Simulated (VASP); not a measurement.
# Band gap of Selenium: cutoff, mesh and cell

How far does the LDA gap of Selenium depend on cutoff, mesh and cell? The starting structure is a measured crystal structure from the Crystallography Open Database. Cell and atoms stay as given unless a step says otherwise.

Method: Kohn-Sham DFT with plane waves and PAW; LDA, in VASP 6.6.1.

### Step 1. Starting point

It takes space group P3_121 (No. 152, trigonal). Conventional cell: a = 4.366 Å, b = 4.366 Å, c = 4.954 Å, α = 90.00°, β = 90.00°, γ = 120.00°. Se has 2 Se at 2.37 Å nearest.

### Step 2. Reference bands

Contents of INCAR:

```
SYSTEM = Se
PREC = Accurate
ENCUT = 350
EDIFF = 1E-06
NELM = 100
ISMEAR = 0
SIGMA = 0.03
LREAL = .FALSE.
ALGO = Normal
GGA = CA
NBANDS = 22
LORBIT = 11
LWAVE = .FALSE.
LCHARG = .FALSE.
KPAR = 4
```

Contents of POSCAR:

```
Se
1.0
    4.3662000000      0.0000000000      0.0000000000
   -2.1831000000      3.7812401180      0.0000000000
    0.0000000000      0.0000000000      4.9536000000
Se
3
Direct
    0.7746000000      0.7746000000      0.0000000000
    0.0000000000      0.2254000000      0.6666666667
    0.2254000000      0.0000000000      0.3333333333
```

Contents of KPOINTS:

```
Automatic mesh
0
Gamma
6 6 4
0 0 0
```

Contents of KPOINTS_OPT:

```
Line mode
10
Line-mode
Reciprocal
  0.00000000   0.00000000   0.00000000 GAMMA
  0.50000000   0.00000000   0.00000000 M

  0.50000000   0.00000000   0.00000000 M
  0.33333333   0.33333333   0.00000000 K

  0.33333333   0.33333333   0.00000000 K
  0.00000000   0.00000000   0.00000000 GAMMA

  0.00000000   0.00000000   0.00000000 GAMMA
  0.00000000   0.00000000   0.50000000 A

  0.00000000   0.00000000   0.50000000 A
  0.50000000   0.00000000   0.50000000 L

  0.50000000   0.00000000   0.50000000 L
  0.33333333   0.33333333   0.50000000 H

  0.33333333   0.33333333   0.50000000 H
  0.00000000   0.00000000   0.50000000 A

  0.50000000   0.00000000   0.50000000 L
  0.50000000   0.00000000   0.00000000 M

  0.33333333   0.33333333   0.00000000 K
  0.33333333   0.33333333   0.50000000 H
```

The projector-augmented-wave data sets are Se (LDA family, release 64).

On the command line:

```console
mpirun -np 4 vasp_std
```

The program printed:

```text
[banner, memory and clock lines left out]
running    4 mpi-ranks, on    1 nodes
 distrk:  each k-point on    1 cores,    4 groups
 distr:  one band on    1 cores,    1 groups

 POSCAR found type information on POSCAR Se
 POSCAR found :  1 types and       3 ions
 LDA part: xc-table for (Slater(with rela. corr.)+CA(PZ))
 , standard interpolation
 POSCAR, INCAR and KPOINTS ok, starting setup
 FFT: planning ... GRIDC
 FFT: planning ... GRID_SOFT
 FFT: planning ... GRID
 WAVECAR not read
 entering main loop
       N       E                     dE             d eps       ncg     rms          rms(c)
DAV:   1     0.599513309038E+02    0.59951E+02   -0.54121E+03  1056   0.494E+02
DAV:   2    -0.869574144163E+01   -0.68647E+02   -0.65252E+02  1358   0.114E+02
DAV:   3    -0.124247009984E+02   -0.37290E+01   -0.37017E+01  1320   0.271E+01
DAV:   4    -0.124477822193E+02   -0.23081E-01   -0.23079E-01  1246   0.257E+00
DAV:   5    -0.124479121550E+02   -0.12994E-03   -0.12993E-03  1318   0.185E-01    0.731E+00
DAV:   6    -0.123573474732E+02    0.90565E-01   -0.31631E-02  1212   0.854E-01    0.446E+00
DAV:   7    -0.123222331573E+02    0.35114E-01   -0.67773E-02  1266   0.117E+00    0.198E-01
DAV:   8    -0.123213615734E+02    0.87158E-03   -0.71848E-03  1182   0.405E-01    0.918E-02
DAV:   9    -0.123213873768E+02   -0.25803E-04   -0.24535E-04  1290   0.730E-02    0.274E-02
DAV:  10    -0.123213875516E+02   -0.17479E-06   -0.14901E-05  1280   0.186E-02    0.584E-03
DAV:  11    -0.123213878828E+02   -0.33120E-06   -0.19830E-06  1220   0.636E-03
   1 F= -.12321388E+02 E0= -.12321388E+02  d E =-.121191E-13
 Start KPOINTS_OPT (optional k-point list driver)
k-point batch [1-24\90]
       N       E                     dE             ncg
DAV:   1     0.883907045536E+02   -0.79164E+04     1056
DAV:   2    -0.154994111931E+04   -0.16383E+04     1406
DAV:   3    -0.163983777265E+04   -0.89897E+02     1322
DAV:   4    -0.164042187065E+04   -0.58410E+00     1206
DAV:   5    -0.164042497572E+04   -0.31051E-02     1344
DAV:   6    -0.164042500683E+04   -0.31110E-04     1264
DAV:   7    -0.164042500721E+04   -0.37358E-06     1152
[...]
k-point batch [73-90\90]
       N       E                     dE             ncg
DAV:   1     0.203102673395E+04   -0.80469E+04      792
DAV:   2     0.809393535690E+03   -0.12216E+04     1072
DAV:   3     0.743513508170E+03   -0.65880E+02     1004
DAV:   4     0.743069397629E+03   -0.44411E+00      948
DAV:   5     0.743066817920E+03   -0.25797E-02     1036
DAV:   6     0.743066791595E+03   -0.26324E-04     1022
DAV:   7     0.743066791287E+03   -0.30854E-06      876
```

Run time: 6 s. Hardware: 4 MPI ranks of AMD EPYC 9R45, shared host; peak memory 0.54 GiB.

Lines that name or quote the potential files are left out of all logs, and their timing lines are given in words.

Parts of OUTCAR (step 2):

```text
ion  position               nearest neighbor table
   1  0.775  0.775  0.000-   2 2.37   3 2.37
   2  0.000  0.225  0.667-   1 2.37   3 2.37
   3  0.225  0.000  0.333-   1 2.37   2 2.37

  LATTYP: Found a hexagonal cell.
 ALAT       =     4.3662000000
 C/A-ratio  =     1.1345334616

 Subroutine GETGRP returns: Found  6 space group operations
 (whereof  2 operations were pure point group operations)

The static configuration has the point symmetry C_2 .
 The point group associated with its full space group is D_3 .

 Found     24 irreducible k-points:

   k-points           NKPTS =     24   k-points in BZ     NKDIM =     24   number of bands    NBANDS=     22

   dimension x,y,z NGX =    28 NGY =   28 NGZ =   30
   dimension x,y,z NGXF=    56 NGYF=   56 NGZF=   60

   ENCUT  =  350.0 eV  25.72 Ry    5.07 a.u.   6.66  6.66  7.56*2*pi/ulx,y,z

   NELECT =      18.0000    total number of electrons

 k-points in reciprocal lattice and weights: Automatic mesh
   0.00000000  0.00000000  0.00000000       0.007
   0.16666667  0.00000000  0.00000000       0.042
   0.33333333  0.00000000  0.00000000       0.042
   0.50000000  0.00000000  0.00000000       0.021
   0.16666667  0.16666667  0.00000000       0.042
   0.33333333  0.16666667  0.00000000       0.083
   0.33333333  0.33333333  0.00000000       0.014
   0.00000000  0.00000000  0.25000000       0.014
   0.16666667  0.00000000  0.25000000       0.042
[...]
0.33333333  0.16666667  0.50000000       0.083
   0.33333333  0.33333333  0.50000000       0.014

 average (electrostatic) potential at core
       1 -62.2595       2 -62.2595       3 -62.2595

 E-fermi :   2.8155

 k-point     1 :       0.0000    0.0000    0.0000
  band No.  band energies     occupation
    ...
      5      -1.1895      2.00000
      6      -1.1314      2.00000
      7       0.6120      2.00000
      8       0.6120      2.00000
      9       2.2635      2.00000
     10       4.4583      0.00000
     11       4.4583      0.00000
     12       4.7511      0.00000
     13       8.5473      0.00000
     14       8.9653      0.00000
    ...

 k-point     2 :       0.1667    0.0000    0.0000
  band No.  band energies     occupation
    ...
      5      -1.5090      2.00000
      6      -0.9323      2.00000
      7       0.6495      2.00000
      8       1.0052      2.00000
      9       2.0557      2.00000
     10       4.3545      0.00000
     11       4.4639      0.00000
     12       5.0269      0.00000
     13       8.5395      0.00000
     14       8.7770      0.00000
    ...

 k-point     3 :       0.3333    0.0000    0.0000
  band No.  band energies     occupation
    ...
      5      -1.9107      2.00000
      6      -0.9642      2.00000
      7       0.3278      2.00000
      8       0.9190      2.00000
      9       1.7494      2.00000
     10       4.4899      0.00000
     11       4.7405      0.00000
     12       5.9431      0.00000
     13       8.0797      0.00000
     14       9.1409      0.00000
    ...

  Total       -0.8010572     -0.8010572     -0.0520690     -0.0000000      0.0000000     -0.0000000
  in kB      -15.6933372    -15.6933372     -1.0200716     -0.0000000      0.0000000     -0.0000000
  external PRESSURE =     -10.8022486 kB  Pullay stress =       0.0000000 kB

  energy-cutoff  :      350.00
  volume of cell :       81.78
      direct lattice vectors                 reciprocal lattice vectors
     4.366200000  0.000000000  0.000000000     0.229032110  0.132231751  0.000000000
    -2.183100000  3.781240118  0.000000000     0.000000000  0.264463501  0.000000000
     0.000000000  0.000000000  4.953600000     0.000000000  0.000000000  0.201873385

 POSITION                                       TOTAL-FORCE (eV/Angst)
 -----------------------------------------------------------------------------------
      1.69103      2.92895      0.00000        -0.132765     -0.229955     -0.000000
     -0.49207      0.85229      3.30240        -0.132765      0.229955     -0.000000
      0.98414      0.00000      1.65120         0.265529     -0.000000      0.000000
 -----------------------------------------------------------------------------------
    total drift:                                0.000001      0.000001     -0.000000

  FREE ENERGIE OF THE ION-ELECTRON SYSTEM (eV)
  ---------------------------------------------------
  free  energy   TOTEN  =       -12.3213878828 eV

  energy  without entropy=      -12.3213878828  energy(sigma->0) =      -12.32138788

 total charge
# of ion       s       p       d       tot
------------------------------------------
    1        1.517   2.174   0.058   3.749
    2        1.517   2.174   0.058   3.749
    3        1.517   2.174   0.058   3.749
--------------------------------------------------
tot          4.551   6.522   0.173  11.246

[... 3 further parts left out ...]
```

Spin-orbit coupling is off here; it would split degenerate levels.

The reference gap is 0.911 eV.

### Step 3. Bands with cell and atoms relaxed by LDA

Against step 2 the input has another starting structure. The cell comes from a relaxation at this level, not shown (69.26 Å³).

INCAR is that of step 2.

Contents of POSCAR:

```
Se
1.0
    3.9529613245      0.0000000000      0.0000000000
   -1.9764806623      3.4233649272      0.0000000000
    0.0000000000      0.0000000000      5.1180901385
Se
3
Direct
    0.7441752317      0.7441752317      0.0000000000
    0.0000000000      0.2558247683      0.6666666667
    0.2558247683      0.0000000000      0.3333333333
```

KPOINTS is that of step 2.

KPOINTS_OPT is that of step 2.

On the command line:

```console
mpirun -np 4 vasp_std
```

The program printed:

```text
[... set-up lines as in an earlier step ...]
 entering main loop
       N       E                     dE             d eps       ncg     rms          rms(c)
DAV:   1     0.580107339932E+02    0.58011E+02   -0.55211E+03  1056   0.502E+02
DAV:   2    -0.899439231655E+01   -0.67005E+02   -0.63543E+02  1346   0.116E+02
DAV:   3    -0.125406421055E+02   -0.35462E+01   -0.35134E+01  1310   0.265E+01
DAV:   4    -0.125599491597E+02   -0.19307E-01   -0.19305E-01  1224   0.236E+00
[...]
DAV:   9    -0.124728663689E+02   -0.20675E-04   -0.20341E-04  1296   0.689E-02    0.315E-02
DAV:  10    -0.124728632247E+02    0.31441E-05   -0.13366E-05  1258   0.180E-02    0.523E-03
DAV:  11    -0.124728633915E+02   -0.16679E-06   -0.20551E-06  1138   0.660E-03
   1 F= -.12472863E+02 E0= -.12472863E+02  d E =-.221096E-11
 Start KPOINTS_OPT (optional k-point list driver)
k-point batch [1-24\90]
       N       E                     dE             ncg
DAV:   1     0.596104079804E+03   -0.79431E+04     1056
DAV:   2    -0.960700802840E+03   -0.15568E+04     1426
DAV:   3    -0.103456887379E+04   -0.73868E+02     1310
DAV:   4    -0.103495707983E+04   -0.38821E+00     1262
DAV:   5    -0.103495879987E+04   -0.17200E-02     1344
DAV:   6    -0.103495881421E+04   -0.14342E-04     1334
DAV:   7    -0.103495881435E+04   -0.14636E-06     1126
[...]
k-point batch [73-90\90]
       N       E                     dE             ncg
DAV:   1     0.221171237201E+04   -0.89739E+04      792
DAV:   2     0.104247333991E+04   -0.11692E+04     1096
DAV:   3     0.987308657031E+03   -0.55165E+02      996
DAV:   4     0.987014277403E+03   -0.29438E+00      972
DAV:   5     0.987012883689E+03   -0.13937E-02     1044
DAV:   6     0.987012872342E+03   -0.11347E-04     1012
DAV:   7     0.987012872238E+03   -0.10422E-06      870
```

Elapsed: 4.4 s, on 4 MPI ranks; peak memory 0.48 GiB.

Parts of OUTCAR (step 3):

```text
  Total       -0.0120873     -0.0120873      0.0074464      0.0000000      0.0000000      0.0000000
  in kB       -0.2796133     -0.2796133      0.1722566      0.0000000      0.0000000      0.0000000
  external PRESSURE =      -0.1289900 kB  Pullay stress =       0.0000000 kB

 POSITION                                       TOTAL-FORCE (eV/Angst)
 -----------------------------------------------------------------------------------
      1.47085      2.54758      0.00000         0.000707      0.001224      0.000000
     -0.50563      0.87578      3.41206         0.000707     -0.001224      0.000000
      1.01127      0.00000      1.70603        -0.001413      0.000000     -0.000000
 -----------------------------------------------------------------------------------
    total drift:                                0.000005      0.000009      0.000000

  FREE ENERGIE OF THE ION-ELECTRON SYSTEM (eV)
  ---------------------------------------------------
  free  energy   TOTEN  =       -12.4728633915 eV

  energy  without entropy=      -12.4728633915  energy(sigma->0) =      -12.47286339

[... 1 part as in an earlier step ...]

[... 2 further parts left out ...]
[key lines of the parts left out:]
E-fermi :   4.5567
```

With cell and atoms relaxed by LDA the gap is 0.252 eV, -0.658 eV from the reference.

### Step 4. Bands with no band path

Against step 2 the input has no band path (also changed: NBANDS).

INCAR, as its differences from that of step 3:

```diff
@@ -10,3 +10,3 @@
 GGA = CA
-NBANDS = 22
+NBANDS = 15
 LORBIT = 11
```

Contents of POSCAR:

```
Se
1.0
    4.3662000000      0.0000000000      0.0000000000
   -2.1831000000      3.7812401180      0.0000000000
    0.0000000000      0.0000000000      4.9536000000
Se
3
Direct
    0.7746000000      0.7746000000      0.0000000000
    0.0000000000      0.2254000000      0.6666666667
    0.2254000000      0.0000000000      0.3333333333
```

KPOINTS is that of step 3.

On the command line:

```console
mpirun -np 4 vasp_std
```

The program printed:

```text
[... set-up lines as in an earlier step ...]
 entering main loop
       N       E                     dE             d eps       ncg     rms          rms(c)
DAV:   1     0.650892016364E+02    0.65089E+02   -0.57551E+03   720   0.721E+02
DAV:   2    -0.831420015473E+01   -0.73403E+02   -0.70170E+02   974   0.145E+02
DAV:   3    -0.124183522510E+02   -0.41042E+01   -0.40898E+01   853   0.386E+01
DAV:   4    -0.124476848059E+02   -0.29333E-01   -0.29320E-01   965   0.393E+00
[...]
DAV:   9    -0.123213873976E+02   -0.25376E-04   -0.28078E-04   993   0.108E-01    0.271E-02
DAV:  10    -0.123213874980E+02   -0.10040E-06   -0.19207E-05   888   0.282E-02    0.626E-03
DAV:  11    -0.123213879521E+02   -0.45412E-06   -0.30115E-06   860   0.100E-02
   1 F= -.12321388E+02 E0= -.12321388E+02  d E =-.297461E-14
```

It took 1.8 s on 4 MPI ranks; peak memory 0.44 GiB.

From OUTCAR (step 4):

```text
  Total       -0.8020219     -0.8020219     -0.0515768      0.0000000      0.0000000      0.0000000
  in kB      -15.7122361    -15.7122361     -1.0104307      0.0000000      0.0000000      0.0000000
  external PRESSURE =     -10.8116343 kB  Pullay stress =       0.0000000 kB

 POSITION                                       TOTAL-FORCE (eV/Angst)
 -----------------------------------------------------------------------------------
      1.69103      2.92895      0.00000        -0.132829     -0.230066      0.000000
     -0.49207      0.85229      3.30240        -0.132829      0.230066     -0.000000
      0.98414      0.00000      1.65120         0.265658      0.000000      0.000000
 -----------------------------------------------------------------------------------
    total drift:                                0.000001      0.000001     -0.000000

  FREE ENERGIE OF THE ION-ELECTRON SYSTEM (eV)
  ---------------------------------------------------
  free  energy   TOTEN  =       -12.3213879521 eV

  energy  without entropy=      -12.3213879521  energy(sigma->0) =      -12.32138795

[... 1 part as in an earlier step ...]

[... 2 further parts left out ...]
[key lines of the parts left out:]
E-fermi :   2.8197
```

With no band path the gap is 0.911 eV, +0.000 eV from the reference, read on the mesh alone.

### Step 5. Bands with a cutoff of 500 eV

Against step 2 the input has ENCUT = 500.

INCAR, as its differences from that of step 4:

```diff
@@ -2,3 +2,3 @@
 PREC = Accurate
-ENCUT = 350
+ENCUT = 500
 EDIFF = 1E-06
@@ -10,3 +10,3 @@
 GGA = CA
-NBANDS = 15
+NBANDS = 22
 LORBIT = 11
```

POSCAR is that of step 4.

KPOINTS is that of step 4.

KPOINTS_OPT is that of step 3.

On the command line:

```console
mpirun -np 4 vasp_std
```

The program printed:

```text
[... set-up lines as in an earlier step ...]
 entering main loop
       N       E                     dE             d eps       ncg     rms          rms(c)
DAV:   1     0.718038905910E+02    0.71804E+02   -0.67657E+03  1056   0.658E+02
DAV:   2    -0.742970104815E+01   -0.79234E+02   -0.74652E+02  1340   0.125E+02
DAV:   3    -0.124120750941E+02   -0.49824E+01   -0.49397E+01  1328   0.321E+01
DAV:   4    -0.124488080318E+02   -0.36733E-01   -0.36728E-01  1246   0.316E+00
[...]
DAV:   9    -0.123221729741E+02   -0.25651E-04   -0.24546E-04  1320   0.733E-02    0.274E-02
DAV:  10    -0.123221731368E+02   -0.16265E-06   -0.14969E-05  1276   0.188E-02    0.587E-03
DAV:  11    -0.123221734599E+02   -0.32310E-06   -0.19926E-06  1224   0.640E-03
   1 F= -.12322173E+02 E0= -.12322173E+02  d E =-.110630E-13
 Start KPOINTS_OPT (optional k-point list driver)
k-point batch [1-24\90]
       N       E                     dE             ncg
DAV:   1     0.426277674479E+03   -0.90374E+04     1056
DAV:   2    -0.151344319952E+04   -0.19397E+04     1358
DAV:   3    -0.163952750834E+04   -0.12608E+03     1308
DAV:   4    -0.164048376104E+04   -0.95625E+00     1246
DAV:   5    -0.164048859393E+04   -0.48329E-02     1380
DAV:   6    -0.164048864140E+04   -0.47474E-04     1256
DAV:   7    -0.164048864198E+04   -0.58085E-06     1186
[...]
k-point batch [73-90\90]
       N       E                     dE             ncg
DAV:   1     0.282199291490E+04   -0.96485E+04      792
DAV:   2     0.137135070145E+04   -0.14506E+04     1042
DAV:   3     0.128506809630E+04   -0.86283E+02     1010
DAV:   4     0.128443632800E+04   -0.63177E+00      948
DAV:   5     0.128443277017E+04   -0.35578E-02     1022
DAV:   6     0.128443273388E+04   -0.36296E-04      992
DAV:   7     0.128443273344E+04   -0.44045E-06      872
```

It took 8.8 s on 4 MPI ranks; peak memory 0.66 GiB; 33 s of CPU time.

(Part 1 of 2 ends here.)

[Lines on the potential files, build, host, timing and source positions are cut from VASP's logs without a mark.]

[Logs are printed without paths, hosts, clocks, repeated set-up lines and the standing remarks that a program may print on its own settings, such as how far it seeks lower states.]

[Hosts, paths, dates, database ids (printed as entryN), source tags and the programs' standing remarks are cut or masked in the printed files.]
